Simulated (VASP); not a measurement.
The input files of a VASP run:

**POSCAR**
```
Cd
1.0
  1.5457764092  -2.6773636079   0.0000000000
  1.5457764092   2.6773636079   0.0000000000
  0.0000000000   0.0000000000   5.7702112327
Cd
2
Direct
  0.3333330000   0.6666670000   0.2500000000
  0.6666670000   0.3333330000   0.7500000000
```

### INCAR
```
# general
SYSTEM  = Cd
PREC    = Accurate
ENCUT   = 520   # plane-wave cut-off (eV)
LREAL   = .FALSE.   # projection in real space or not
LASPH   = .TRUE.   # aspherical one-centre terms

# electronic loop
EDIFF   = 1E-6   # SCF stop (eV)
NELM    = 100   # most electronic steps
ALGO    = Normal   # blocked Davidson
LMAXMIX = 4   # l cut-off of mixed one-centre charges

# smearing
ISMEAR  = 1
SIGMA   = 0.1   # width (eV)

# functional
GGA     = RE   # revPBE

# ions
IBRION  = 2   # conjugate gradients
NSW     = 60
ISIF    = 3
EDIFFG  = -0.01   # ionic stop

# output
LWAVE   = .FALSE.
LCHARG  = .FALSE.
```

### KPOINTS
```
Automatic mesh
0
Gamma
12 12 6
0 0 0
```

POTCAR, in this order: Cd (PBE.64 set). Program: vasp_std.

### Question
Translate this revPBE calculation to Ansatz.

### Answer
One equivalent input (not run):
Ansatz 0.2 input:
```yaml
crystal:
  lattice:
    - [1.5457764, -2.6773636, 0.0000000]
    - [1.5457764, 2.6773636, 0.0000000]
    - [0.0000000, 0.0000000, 5.7702112]
  atoms:
    - { symbol: Cd, position: [0.3333330, 0.6666670, 0.2500000] }
    - { symbol: Cd, position: [0.6666670, 0.3333330, 0.7500000] }
kpoints:
  mp_grid: { grid: [12, 12, 6] }
hamiltonian:
  xc: revpbe
  pseudopotentials: { kind: paw }
scf:
  occupations: { method: methfessel_paxton, width: 0.1 }
  max_iter: 100
relax:
  max_steps: 60
  f_tol: 0.01
  cell: {}
output: { forces: true, stress: true, eigenvalues: true }
```
Limits of the translation: each code has its own PAW files, so the cut-off isn't converted (ENCUT is set for VASP's; basis.ecutwfc is left out, and Ansatz then takes the one that its files recommend); Ansatz stops its SCF on the density residual and VASP on the energy change (EDIFF).

The compound is Cd in the hcp structure. This run relaxes it. Symmetry was kept, so distortions that lower it aren't found. The start is the result of an earlier pass.
